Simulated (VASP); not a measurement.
Crystal: LaTiH3.

```
CELL_PARAMETERS angstrom
3.95440 0.00000 0.00000
0.00000 3.95440 0.00000
0.00000 0.00000 3.95440
ATOMIC_POSITIONS crystal
La 0.00000 0.00000 0.00000
Ti 0.50000 0.50000 0.50000
H 0.00000 0.50000 0.50000
H 0.50000 0.00000 0.50000
H 0.50000 0.50000 0.00000
```

The cell was built by a generator and needn't be a form met in nature.

The cell isn't the ideal one: species swapped into the LuBPd3 type (Pm-3m, No. 221).

- Program: VASP 6.6.1
- Task: relaxation of cell and atoms
- Functional: PBE
- Potentials or basis: VASP PAW PBE potentials, release 64 (La, Ti_sv, H)
- Cutoff: 600 eV
- k mesh: 10 × 10 × 10
- Occupations: gaussian, width 0.1 eV
- Spin: no spin polarisation

At the start: pressure -3.2 GPa; volume 12.37 Å³/atom.

Question: Where does the relaxation end?

Answer: Over 3 steps the energy falls by 5.8 meV/atom and the volume is 11.84 Å³/atom (-4.2 %); space group Pm-3m (No. 221, to 0.05 Å).

The path:
| step | energy change (eV) | largest force (eV/Å) | pressure (GPa) | volume (Å³) |
| --- | --- | --- | --- | --- |
| 1 | 0.0000 | 0.0000 | -3.22 | 61.84 |
| 2 | -0.0266 | 0.0000 | -0.58 | 59.64 |
| 3 | -0.0290 | 0.0000 | 0.01 | 59.21 |

Final structure:
```xyz
5
Lattice="3.8977 0.0000 0.0000 0.0000 3.8977 0.0000 0.0000 0.0000 3.8977" Properties=species:S:1:pos:R:3 pbc="T T T"
La    0.0000    0.0000    0.0000
Ti    1.9488    1.9488    1.9488
H     0.0000    1.9488    1.9488
H     1.9488    0.0000    1.9488
H     1.9488    1.9488    0.0000
```
